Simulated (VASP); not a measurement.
Here is a VASP 6.6.1 calculation.

POSCAR

```
NiMoIrPdW                               
1.0
    4.0410374603      0.0000040566      0.0000003405
   -2.0205201247      3.4996431253     -0.0000003405
    0.0000004743     -0.0000002738      5.3654606951
  Ni              Mo              Pd              Ir              W             
     1     1     1     1     1
Direct
     0.0000000027236361    0.9999999972764549    0.9570772939397407
     0.6666665299958180    0.3333334700038129    0.9618864734604088
     0.6666669077618186    0.3333330922378782    0.4637664491232716
     0.3333334059024246    0.6666665940978950    0.7249727968985434
     0.3333331536163026    0.6666668463839592    0.2367469865780376
```

The input INCAR.step1:

```
SYSTEM = NiMoIrPdW
PREC = Accurate ; ENCUT = 520
EDIFF = 1E-7 ; ISMEAR = -1
SIGMA = 0.05 ; LREAL = .False.
LASPH = .True. ; NELM = 120
ALGO = Normal ; ISIF = 2
LWAVE = .False. ; LCHARG = .True.
ISPIN = 2 ; MAGMOM = 1 1 0 0.6 0
LORBIT = 11 ; LMAXMIX = 4
GGA = CA ; KPAR = 4
```

The input KPOINTS.step1:

```
regular mesh
0
Gamma
  8 8 5
  0 0 0
```

The input INCAR.step2:

```
SYSTEM = NiMoIrPdW
PREC = Accurate ; ENCUT = 520
EDIFF = 1E-7 ; ISMEAR = 0
SIGMA = 0.05 ; LREAL = .False.
LASPH = .True. ; NELM = 120
ALGO = Normal ; ISIF = 2
LWAVE = .False. ; LCHARG = .False.
ISPIN = 2 ; MAGMOM = 1 1 0 0.6 0
LORBIT = 11 ; LMAXMIX = 4
GGA = CA ; KPAR = 4
ICHARG = 11
```

KPOINTS.step2

```
path GMKGALHA,LM,KH
15
line-mode
reciprocal
 0.0000000000  0.0000000000  0.0000000000  G
 0.5000000000  0.0000000000  0.0000000000  M

 0.5000000000  0.0000000000  0.0000000000  M
 0.3333333333  0.3333333333  0.0000000000  K

 0.3333333333  0.3333333333  0.0000000000  K
 0.0000000000  0.0000000000  0.0000000000  G

 0.0000000000  0.0000000000  0.0000000000  G
 0.0000000000  0.0000000000  0.5000000000  A

 0.0000000000  0.0000000000  0.5000000000  A
 0.5000000000  0.0000000000  0.5000000000  L

 0.5000000000  0.0000000000  0.5000000000  L
 0.3333333333  0.3333333333  0.5000000000  H

 0.3333333333  0.3333333333  0.5000000000  H
 0.0000000000  0.0000000000  0.5000000000  A

 0.5000000000  0.0000000000  0.5000000000  L
 0.5000000000  0.0000000000  0.0000000000  M

 0.3333333333  0.3333333333  0.0000000000  K
 0.3333333333  0.3333333333  0.5000000000  H
```

Potentials or basis: VASP PAW LDA potentials, release 64 (Ni, Mo_sv, Pd, Ir, W_sv).

Launch:

```sh
$ cat potpaw_LDA.64/Ni/POTCAR potpaw_LDA.64/Mo_sv/POTCAR potpaw_LDA.64/Pd/POTCAR potpaw_LDA.64/Ir/POTCAR potpaw_LDA.64/W_sv/POTCAR > POTCAR
$ cp INCAR.step1 INCAR
$ cp KPOINTS.step1 KPOINTS
$ mpirun -np 4 vasp_std > vasp.out
$ cp INCAR.step2 INCAR
$ cp KPOINTS.step2 KPOINTS
$ mpirun -np 4 vasp_std > vasp.out
```

What does it give for the net moment?

0.00 μB per cell.

Estimate the band gap along the path.

none (metal or under the smearing width).

Levels at the corners of the path, in eV from the Fermi level:
Spin up:
```tsv
point	band 25	band 26	band 27	band 28	band 29	band 30	band 31	band 32
Γ	-1.85	-1.05	-0.85	-0.85	0.91	0.91	1.93	1.93
M	-1.51	-1.12	-0.58	-0.23	1.03	1.26	1.36	1.68
M	-1.51	-1.12	-0.58	-0.23	1.03	1.26	1.36	1.68
K	-1.58	-1.50	-1.39	0.31	0.34	0.49	1.14	1.53
K	-1.58	-1.50	-1.39	0.31	0.34	0.49	1.14	1.53
Γ	-1.85	-1.05	-0.85	-0.85	0.91	0.91	1.93	1.93
Γ	-1.85	-1.05	-0.85	-0.85	0.91	0.91	1.93	1.93
A	-1.57	-0.90	-0.32	-0.32	-0.17	-0.17	0.99	2.45
A	-1.57	-0.90	-0.32	-0.32	-0.17	-0.17	0.99	2.45
L	-1.79	-1.78	-0.96	-0.96	-0.37	0.03	0.43	1.18
L	-1.79	-1.78	-0.96	-0.96	-0.37	0.03	0.43	1.18
H	-2.07	-1.87	-1.10	-0.97	-0.59	-0.27	0.81	1.25
H	-2.07	-1.87	-1.10	-0.97	-0.59	-0.27	0.81	1.25
A	-1.57	-0.90	-0.32	-0.32	-0.17	-0.17	0.99	2.45
L	-1.79	-1.78	-0.96	-0.96	-0.37	0.03	0.43	1.18
M	-1.51	-1.12	-0.58	-0.23	1.03	1.26	1.36	1.68
K	-1.58	-1.50	-1.39	0.31	0.34	0.49	1.14	1.53
H	-2.07	-1.87	-1.10	-0.97	-0.59	-0.27	0.81	1.25
```
Spin down:
```tsv
point	band 26	band 27	band 28	band 29	band 30	band 31
Γ	-1.05	-0.85	-0.85	0.91	0.91	1.93
M	-1.12	-0.58	-0.23	1.03	1.26	1.36
M	-1.12	-0.58	-0.23	1.03	1.26	1.36
K	-1.50	-1.39	0.31	0.34	0.49	1.14
K	-1.50	-1.39	0.31	0.34	0.49	1.14
Γ	-1.05	-0.85	-0.85	0.91	0.91	1.93
Γ	-1.05	-0.85	-0.85	0.91	0.91	1.93
A	-0.90	-0.32	-0.32	-0.17	-0.17	0.99
A	-0.90	-0.32	-0.32	-0.17	-0.17	0.99
L	-1.78	-0.96	-0.96	-0.37	0.03	0.43
L	-1.78	-0.96	-0.96	-0.37	0.03	0.43
H	-1.87	-1.10	-0.97	-0.59	-0.27	0.81
H	-1.87	-1.10	-0.97	-0.59	-0.27	0.81
A	-0.90	-0.32	-0.32	-0.17	-0.17	0.99
L	-1.78	-0.96	-0.96	-0.37	0.03	0.43
M	-1.12	-0.58	-0.23	1.03	1.26	1.36
K	-1.50	-1.39	0.31	0.34	0.49	1.14
H	-1.87	-1.10	-0.97	-0.59	-0.27	0.81
```

Caveat: the log is that of the step along the path at fixed density, whose energy, stress, charges and moments have no meaning; spin-orbit coupling is left out, which moves the levels of the heavy elements.
